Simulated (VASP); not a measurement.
All values below come from r2SCAN+rVV10, VASP's PBE PAW potentials (set 64) (plane waves; VASP).

A VASP calculation is set up with these files.

INCAR:
```
SYSTEM = SnTe
PREC = Accurate
ENCUT = 520
EDIFF = 1E-6
NELM = 100
ALGO = Normal
LREAL = .FALSE.
LASPH = .TRUE.
ISMEAR = 0
SIGMA = 0.05
METAGGA = R2SCAN
LUSE_VDW = .TRUE.
BPARAM = 11.95
CPARAM = 0.0093
LMIXTAU = .TRUE.
LMAXMIX = 4
LWAVE = .FALSE.
LCHARG = .FALSE.
IBRION = 2
ISIF = 3
NSW = 60
EDIFFG = -0.01
```

**POSCAR**
```
SnTe
1.0
  0.0000000000   3.1600000000   3.1600000000
  3.1600000000   0.0000000000   3.1600000000
  3.1600000000   3.1600000000   0.0000000000
Sn Te
1 1
Cart
  0.0000000000   0.0000000000   0.0000000000
  3.1600000000   3.1600000000   3.1600000000
```

### KPOINTS
```
Automatic
0
G
 7 7 7
0 0 0
```

POTCAR, in this order: Sn_d Te (PBE.64 set). Program: vasp_std.

Output of the run:

### OSZICAR
```
       N       E                     dE             d eps       ncg     rms          rms(c)
DAV:   1     0.799834078594E+02    0.79983E+02   -0.98520E+03   560   0.165E+03
DAV:   2    -0.421897557951E+02   -0.12217E+03   -0.11956E+03   590   0.374E+02
DAV:   3    -0.529598247377E+02   -0.10770E+02   -0.10740E+02   752   0.102E+02
DAV:   4    -0.532368079772E+02   -0.27698E+00   -0.27691E+00   620   0.179E+01
DAV:   5    -0.532487832875E+02   -0.11975E-01   -0.11975E-01   850   0.357E+00    0.468E+00
DAV:   6    -0.500755203168E+02    0.31733E+01   -0.91071E-01   686   0.161E+01    0.353E+00
DAV:   7    -0.499889196048E+02    0.86601E-01   -0.76560E-01   560   0.937E+00    0.974E-01
DAV:   8    -0.501015385096E+02   -0.11262E+00   -0.61633E-01   560   0.640E+00    0.528E-01
DAV:   9    -0.501362089004E+02   -0.34670E-01   -0.22379E-02   620   0.123E+00    0.469E-01
DAV:  10    -0.501276338472E+02    0.85751E-02   -0.48936E-03   614   0.472E-01    0.630E-01
DAV:  11    -0.501497303906E+02   -0.22097E-01   -0.86450E-02   560   0.203E+00    0.164E-01
DAV:  12    -0.501517211843E+02   -0.19908E-02   -0.46261E-03   602   0.523E-01    0.118E-01
DAV:  13    -0.501499075232E+02    0.18137E-02   -0.12268E-03   620   0.304E-01    0.236E-01
DAV:  14    -0.501521867404E+02   -0.22792E-02   -0.39665E-03   560   0.615E-01    0.345E-02
DAV:  15    -0.501522298636E+02   -0.43123E-04   -0.11524E-04   662   0.881E-02    0.146E-02
DAV:  16    -0.501522324770E+02   -0.26134E-05   -0.47694E-06   626   0.240E-02    0.683E-03
DAV:  17    -0.501522381744E+02   -0.56974E-05   -0.73193E-06   584   0.319E-02    0.434E-03
DAV:  18    -0.501522429078E+02   -0.47333E-05   -0.12456E-05   572   0.411E-02    0.321E-03
DAV:  19    -0.501522426181E+02    0.28965E-06   -0.51355E-07   316   0.882E-03
   1 F= -.50152243E+02 E0= -.50152243E+02  d E =-.501522E+02
       N       E                     dE             d eps       ncg     rms          rms(c)
DAV:   1    -0.501678637857E+02   -0.15621E-01   -0.36912E-01   680   0.102E+01    0.732E-01
DAV:   2    -0.501556841193E+02    0.12180E-01   -0.21890E-02   680   0.249E+00    0.316E-01
DAV:   3    -0.501525326079E+02    0.31515E-02   -0.90815E-03   792   0.159E+00    0.659E-02
DAV:   4    -0.501526655331E+02   -0.13293E-03   -0.78398E-04   560   0.299E-01    0.314E-02
DAV:   5    -0.501526164226E+02    0.49111E-04   -0.31322E-04   560   0.181E-01    0.174E-02
DAV:   6    -0.501526680789E+02   -0.51656E-04   -0.21747E-04   560   0.132E-01    0.159E-02
DAV:   7    -0.501526736833E+02   -0.56044E-05   -0.55253E-05   560   0.766E-02    0.404E-03
DAV:   8    -0.501526780076E+02   -0.43244E-05   -0.34122E-05   560   0.628E-02    0.507E-03
DAV:   9    -0.501526848937E+02   -0.68861E-05   -0.11894E-05   560   0.400E-02    0.202E-03
DAV:  10    -0.501526868975E+02   -0.20038E-05   -0.52065E-07   382   0.105E-02    0.128E-03
DAV:  11    -0.501526866353E+02    0.26225E-06   -0.55315E-08   280   0.265E-03
   2 F= -.50152687E+02 E0= -.50152687E+02  d E =-.444017E-03
       N       E                     dE             d eps       ncg     rms          rms(c)
DAV:   1    -0.501537664971E+02   -0.10796E-02   -0.24578E-02   680   0.260E+00    0.190E-01
DAV:   2    -0.501529385988E+02    0.82790E-03   -0.14931E-03   680   0.652E-01    0.818E-02
DAV:   3    -0.501527315601E+02    0.20704E-03   -0.60340E-04   784   0.412E-01    0.172E-02
DAV:   4    -0.501527426139E+02   -0.11054E-04   -0.51182E-05   560   0.767E-02    0.813E-03
DAV:   5    -0.501527419458E+02    0.66806E-06   -0.20685E-05   560   0.463E-02    0.465E-03
DAV:   6    -0.501527464003E+02   -0.44545E-05   -0.13825E-05   560   0.332E-02    0.415E-03
DAV:   7    -0.501527469049E+02   -0.50453E-06   -0.38965E-06   560   0.204E-02
   3 F= -.50152747E+02 E0= -.50152747E+02  d E =-.504287E-03
```

OUTCAR:
```
------------------------ aborting loop because EDIFF is reached ----------------------------------------
  FORCE on cell =-STRESS in cart. coord.  units (eV):
  Direction    XX          YY          ZZ          XY          YZ          ZX
  --------------------------------------------------------------------------------------
  Total        0.0059571      0.0059571      0.0059571      0.0000000      0.0000000     -0.0000000
  in kB        0.1501211      0.1501211      0.1501211      0.0000000      0.0000000     -0.0000000
  external PRESSURE =       0.1501211 kB  Pullay stress =       0.0000000 kB
  volume of cell :       63.58
      direct lattice vectors                 reciprocal lattice vectors
     0.000000000  3.167794822  3.167794822    -0.157838505  0.157838505  0.157838505
     3.167794822  0.000000000  3.167794822     0.157838505 -0.157838505  0.157838505
     3.167794822  3.167794822  0.000000000     0.157838505  0.157838505 -0.157838505
 POSITION                                       TOTAL-FORCE (eV/Angst)
 -----------------------------------------------------------------------------------
      0.00000      0.00000      0.00000         0.000000     -0.000000      0.000000
      3.16779      3.16779      3.16779        -0.000000      0.000000     -0.000000
 -----------------------------------------------------------------------------------
    total drift:                               -0.000000      0.000000      0.000000
  FREE ENERGIE OF THE ION-ELECTRON SYSTEM (eV)
  ---------------------------------------------------
  free  energy   TOTEN  =       -50.1527469049 eV

  energy  without entropy=      -50.1527469049  energy(sigma->0) =      -50.15274690

 reached required accuracy - stopping structural energy minimisation
```
(Selected blocks of OUTCAR.)

**CONTCAR**
```
SnTe
   1.00000000000000
     0.0000000000000000    3.1677948221056127    3.1677948221056127
     3.1677948221056127    0.0000000000000000    3.1677948221056127
     3.1677948221056127    3.1677948221056127    0.0000000000000000
  Sn              Te
     1     1
Direct
     0.0000000000000000    0.0000000000000000    0.0000000000000000
     0.5000000000000000    0.5000000000000000    0.5000000000000000
```

The compound is SnTe in the rock salt structure, which distorts at low temperature. This run relaxes it. Symmetry was kept, so distortions that lower it aren't found.
